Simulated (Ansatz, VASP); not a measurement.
# CrBr2: VASP beside Ansatz

One calculation is typed for both programs; each brings its own data sets and cutoff. How far apart do they land? The cell is taken from a series of VASP runs on this material, whose earlier steps may have relaxed, scaled or displaced it; both programs get it as it stands.

Program: Ansatz 0.2.0. Level of theory: plane waves, with VASP 6.6.1 beside it; single point at PBEsol, DFT+U. Results are calculated unless marked as measured.

## 1. Set-up

Symmetry: C2/m, No. 12, monoclinic system. The conventional cell has a = 7.489 Å, b = 3.662 Å, c = 6.507 Å, α = 90.00°, β = 96.41°, γ = 90.00°. Nearest to Cr lie 6 Br at 2.55 to 3.20 Å. Br has 3 Cr at 2.55 to 3.20 Å nearest. Farther neighbours and most contacts between anions are not listed.

As a file:

```xyz
6
Lattice="7.4893 -3.6621 0.0000 7.4893 0.0000 0.0000 -0.7268 0.0000 6.4659" Properties=species:S:1:pos:R:3 pbc="T T T"
Cr    0.0000    0.0000    0.0000
Cr    3.7447   -1.8311    0.0000
Br    4.6669    0.0000    1.5080
Br    8.4116   -1.8311    1.5080
Br    2.0956    0.0000    4.9579
Br    5.8403   -1.8311    4.9579
```

## 2. VASP: single point, PBEsol, DFT+U

A single point gives forces, pressure and levels at one fixed geometry, so differences don't come from the geometry; what else differs is listed under the comparison.

Lines of VASP's logs that name or quote its potential files are left out, and so is its time.

Contents of INCAR:

```
SYSTEM = CrBr2
PREC = Accurate
ENCUT = 350
EDIFF = 1E-06
NELM = 150
ISMEAR = -1
SIGMA = 0.05
LREAL = .FALSE.
ALGO = Normal
GGA = PS
NBANDS = 35
ISPIN = 2
MAGMOM = 3 -3 0 0 0 0
LDAU = .TRUE.
LDAUTYPE = 2
LDAUL = 2 -1
LDAUU = 3.5 0
LDAUJ = 0 0
LDAUPRINT = 1
LASPH = .TRUE.
LMAXMIX = 4
LORBIT = 11
LWAVE = .FALSE.
LCHARG = .TRUE.
KPAR = 4
AMIX = 0.2
BMIX = 1E-04
AMIX_MAG = 0.8
BMIX_MAG = 1E-04
```

Contents of POSCAR:

```
CrBr2
1.0
    7.4893380000     -3.6621100000      0.0000000000
    7.4893380000      0.0000000000      0.0000000000
   -0.7268470000      0.0000000000      6.4659460000
Cr Br
2 4
Direct
    0.0000000000      0.0000000000      0.0000000000
    0.5000000000      0.0000000000      0.0000000000
    0.0000000000      0.6457740000      0.2332280000
    0.5000000000      0.6457740000      0.2332280000
    0.0000000000      0.3542260000      0.7667720000
    0.5000000000      0.3542260000      0.7667720000
```

Contents of KPOINTS:

```
Automatic mesh
0
Gamma
5 10 6
0 0 0
```

Potentials, in the order of the species: Cr_pv and Br (PBE family, release 64).

Command:

```sh
$ mpirun -np 4 vasp_std
```

Numbers of over 12 decimals in the logs are rounded to 6 here.

Output:

```text
[banner, memory and clock lines left out]
running    4 mpi-ranks, on    1 nodes
 distrk:  each k-point on    1 cores,    4 groups
 distr:  one band on    1 cores,    1 groups

 POSCAR found type information on POSCAR CrBr
 POSCAR found :  2 types and       6 ions
|                                                                             |
|               ----> ADVICE to this user running VASP <----                  |
|                                                                             |
|     You enforced a specific xc type in the INCAR file but a different       |
|     [... a line on the potential file left out ...]
|     I HOPE YOU KNOW WHAT YOU ARE DOING!                                     |
|                                                                             |

 LDA part: xc-table for (Slater+PW92), standard interpolation
 POSCAR, INCAR and KPOINTS ok, starting setup
 FFT: planning ... GRIDC
 FFT: planning ... GRID_SOFT
 FFT: planning ... GRID
 WAVECAR not read
 entering main loop
       N       E                     dE             d eps       ncg     rms          rms(c)
DAV:   1     0.381708038112E+03    0.38171E+03   -0.21199E+04 15992   0.986E+02
DAV:   2     0.884819345401E+01   -0.37286E+03   -0.35904E+03 15713   0.291E+02
DAV:   3    -0.246164785787E+02   -0.33465E+02   -0.33043E+02 15803   0.872E+01
DAV:   4    -0.253876337589E+02   -0.77116E+00   -0.76899E+00 16580   0.138E+01
DAV:   5    -0.254104314610E+02   -0.22798E-01   -0.22791E-01 20124   0.215E+00    0.136E+01
DAV:   6    -0.278844770857E+02   -0.24740E+01   -0.85266E+00 15636   0.163E+01    0.986E+00
DAV:   7    -0.283329237175E+02   -0.44845E+00   -0.95583E-01 15578   0.510E+00    0.678E+00
DAV:   8    -0.283851324592E+02   -0.52209E-01   -0.17572E-01 16831   0.269E+00    0.414E+00
DAV:   9    -0.284357423486E+02   -0.50610E-01   -0.71873E-02 18371   0.192E+00    0.160E+00
DAV:  10    -0.284507486761E+02   -0.15006E-01   -0.18215E-02 17135   0.949E-01    0.842E-01
DAV:  11    -0.284506591375E+02    0.89539E-04   -0.49381E-03 16652   0.295E-01    0.506E-01
DAV:  12    -0.284510422272E+02   -0.38309E-03   -0.22476E-03 16828   0.236E-01    0.187E-01
DAV:  13    -0.284509222317E+02    0.12000E-03   -0.46949E-04 15839   0.129E-01    0.766E-02
DAV:  14    -0.284509397512E+02   -0.17519E-04   -0.67629E-05 16330   0.483E-02    0.284E-02
DAV:  15    -0.284509388935E+02    0.85772E-06   -0.26028E-05 15379   0.227E-02    0.165E-02
DAV:  16    -0.284509399314E+02   -0.10379E-05   -0.48724E-06 15235   0.128E-02    0.632E-03
DAV:  17    -0.284509402823E+02   -0.35088E-06   -0.38973E-07  8172   0.327E-03
   1 F= -.28450940E+02 E0= -.28450940E+02  d E =-.989567E-10  mag=     0.0000
```

From OUTCAR (step 2):

```text
ion  position               nearest neighbor table
   1  0.000  0.000  0.000-   4 2.55   6 2.55   4 2.55   6 2.55
   2  0.500  0.000  0.000-   3 2.55   5 2.55   3 2.55   5 2.55
   3  0.000  0.646  0.233-   2 2.55   2 2.55
   4  0.500  0.646  0.233-   1 2.55   1 2.55
   5  0.000  0.354  0.767-   2 2.55   2 2.55
   6  0.500  0.354  0.767-   1 2.55   1 2.55

  LATTYP: Found a simple monoclinic cell.
 ALAT       =     6.5066707490
 B/A-ratio  =     0.5628239297
 C/A-ratio  =     1.1510245852
 COS(beta)  =    -0.1117079729

 Subroutine GETGRP returns: Found  4 space group operations
 (whereof  4 operations were pure point group operations)

The static configuration has the point symmetry C_2h.

 Found     96 irreducible k-points:

   k-points           NKPTS =     96   k-points in BZ     NKDIM =     96   number of bands    NBANDS=     35

   dimension x,y,z NGX =    54 NGY =   48 NGZ =   40
   dimension x,y,z NGXF=   108 NGYF=   96 NGZF=   80

   ENCUT  =  350.0 eV  25.72 Ry    5.07 a.u.  12.72 11.42  9.93*2*pi/ulx,y,z

   NELECT =      52.0000    total number of electrons

 k-points in reciprocal lattice and weights: Automatic mesh
   0.00000000  0.00000000  0.00000000       0.003
   0.20000000  0.00000000  0.00000000       0.007
   0.40000000  0.00000000  0.00000000       0.007
  -0.00000000  0.10000000  0.00000000       0.013
   0.40000000  0.10000000  0.00000000       0.013
  -0.40000000  0.10000000  0.00000000       0.007
  -0.00000000  0.20000000  0.00000000       0.013
   0.20000000  0.20000000  0.00000000       0.007
  -0.40000000  0.20000000  0.00000000       0.013
[...]
o =  0.9184  v =  0.0000  0.0000  0.0000  0.0000  0.0000  0.0000  0.0000  0.0852 -0.0657 -0.9942      0.0000  0.0000  0.0000  0.0000  0.0000  0.0000  0.0000  0.0000  0.0000  0.0000
  o =  0.9199  v =  0.0000  0.0000  0.0000  0.0000  0.0000  0.0000 -0.0000  0.8703  0.4906  0.0421      0.0000  0.0000  0.0000  0.0000  0.0000  0.0000  0.0000  0.0000  0.0000  0.0000

 average (electrostatic) potential at core
       1 -73.6469       2 -73.6469       3 -64.0014       4 -64.0014       5 -64.0014
       6 -64.0014

 E-fermi :   1.8932

 spin component 1
 k-point     1 :       0.0000    0.0000    0.0000
  band No.  band energies     occupation
    ...
     22      -0.2952      1.00000
     23      -0.2859      1.00000
     24      -0.2043      1.00000
     25       0.2919      1.00000
     26       0.7190      1.00000
     27       3.4532      0.00000
     28       4.4354      0.00000
     29       4.6084      0.00000
     30       5.6493      0.00000
     31       5.9536      0.00000
    ...

 k-point     2 :       0.2000    0.0000    0.0000
  band No.  band energies     occupation
    ...
     22      -0.4160      1.00000
     23      -0.2196      1.00000
     24       0.1373      1.00000
     25       0.1653      1.00000
     26       0.6484      1.00000
     27       3.0926      0.00000
     28       5.1518      0.00000
     29       5.3682      0.00000
     30       5.3789      0.00000
     31       5.7671      0.00000
    ...

 k-point     3 :       0.4000    0.0000    0.0000
  band No.  band energies     occupation
    ...
     22      -0.8964      1.00000
     23      -0.4424      1.00000
     24      -0.3320      1.00000
     25       0.4542      1.00000
     26       0.5627      1.00000
     27       3.3671      0.00000
     28       5.3539      0.00000
     29       5.6377      0.00000
     30       5.7851      0.00000
     31       5.8590      0.00000
    ...

 k-point     4 :      -0.0000    0.1000    0.0000
  band No.  band energies     occupation
    ...
     22      -0.3383      1.00000
     23      -0.2356      1.00000
     24      -0.0886      1.00000
     25       0.2808      1.00000
     26       0.6875      1.00000
     27       3.2751      0.00000
     28       4.7631      0.00000
     29       4.8582      0.00000
     30       5.4734      0.00000
     31       5.8858      0.00000
    ...

 k-point     5 :       0.4000    0.1000    0.0000
  band No.  band energies     occupation
    ...
     22      -0.6784      1.00000
     23      -0.2619      1.00000
     24      -0.0672      1.00000
     25       0.3172      1.00000
     26       0.6075      1.00000
     27       3.1646      0.00000
     28       5.4722      0.00000
     29       5.5740      0.00000
     30       5.6213      0.00000
     31       5.6835      0.00000
    ...

 k-point     6 :      -0.4000    0.1000    0.0000
  band No.  band energies     occupation
    ...
     22      -0.9340      1.00000
     23      -0.5598      1.00000
     24      -0.4895      1.00000
     25       0.4886      1.00000
     26       0.5743      1.00000
     27       3.4685      0.00000
     28       5.2737      0.00000
     29       5.5908      0.00000
     30       5.8745      0.00000
     31       5.9184      0.00000
    ...

  Total       -1.6186031     -0.7842988     -0.5309175      0.0000000      0.0000000      0.4489091
  in kB      -14.6232556     -7.0857401     -4.7965690      0.0000000      0.0000000      4.0556654
  external PRESSURE =      -8.8351883 kB  Pullay stress =       0.0000000 kB

  energy-cutoff  :      350.00
  volume of cell :      177.34
      direct lattice vectors                 reciprocal lattice vectors
     7.489338000 -3.662110000  0.000000000     0.000000000 -0.273066620  0.000000000
     7.489338000  0.000000000  0.000000000     0.133523150  0.273066620  0.015009544
    -0.726847000  0.000000000  6.465946000     0.000000000  0.000000000  0.154656411

 POSITION                                       TOTAL-FORCE (eV/Angst)
 -----------------------------------------------------------------------------------
      0.00000      0.00000      0.00000         0.000000     -0.000000     -0.000000
      3.74467     -1.83106      0.00000         0.000000      0.000000     -0.000000
      4.66690      0.00000      1.50804         0.073917     -0.000000     -0.053676
      8.41157     -1.83106      1.50804         0.073917     -0.000000     -0.053676
      2.09559      0.00000      4.95791        -0.073917     -0.000000      0.053676
      5.84026     -1.83106      4.95791        -0.073917     -0.000000      0.053676
 -----------------------------------------------------------------------------------
    total drift:                                0.000000     -0.000000      0.000000

  FREE ENERGIE OF THE ION-ELECTRON SYSTEM (eV)
  ---------------------------------------------------
  free  energy   TOTEN  =       -28.4509402823 eV

  energy  without entropy=      -28.4509402822  energy(sigma->0) =      -28.45094028

 total charge
# of ion       s       p       d       tot
------------------------------------------
    1        0.220   6.156   4.094  10.470
    2        0.220   6.156   4.094  10.470
    3        1.602   3.244   0.018   4.864
    4        1.602   3.244   0.018   4.864
    5        1.602   3.244   0.018   4.864
    6        1.602   3.244   0.018   4.864
--------------------------------------------------
tot          6.849  25.286   8.261  40.396

 magnetization (x)
# of ion       s       p       d       tot
------------------------------------------
    1        0.059   0.026   3.709   3.794
    2       -0.059  -0.026  -3.709  -3.794
    3        0.004   0.064  -0.005   0.062
    4       -0.004  -0.064   0.005  -0.062
    5        0.004   0.064  -0.005   0.062
    6       -0.004  -0.064   0.005  -0.062
--------------------------------------------------
tot         -0.000   0.000   0.000  -0.000

[... 1 further part left out ...]
```

The magnetic state follows from one typed start and may not be the lowest.

(Part 1 of 2 ends here.)

[Lines on the potential files, build, host, timing and source positions are cut from VASP's logs without a mark.]

[Logs are printed without paths, hosts, clocks, repeated set-up lines and the standing remarks that a program may print on its own settings, such as how far it seeks lower states.]

[Hosts, paths, dates, database ids (printed as entryN), source tags and the programs' standing remarks are cut or masked in the printed files.]
